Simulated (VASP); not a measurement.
Input:

```yaml
crystal:
  lattice:
    - [0.00000, 2.71036, 2.71036]
    - [2.71036, 0.00000, 2.71036]
    - [2.71036, 2.71036, 0.00000]
  atoms:
    - { symbol: Mg, position: [0.00000, 0.00000, 0.00000] }
    - { symbol: Se, position: [0.50000, 0.50000, 0.50000] }
```

These are PBE GGA with D3 dispersion (Becke-Johnson damping), VASP's PBE PAW potentials (set 64) (plane waves; VASP 6.6.1) values and carry that method's errors. Run with 520 eV cut-off, 9×9×9 Γ-centred mesh, tetrahedra with Blöchl corrections, potentials Mg Se.

**Question.** Estimate the energy per atom (σ→0).

**Answer.** 
The energy per atom (σ→0) is -4116 meV/atom.

The compound is MgSe in the rock salt structure. It was relaxed first.
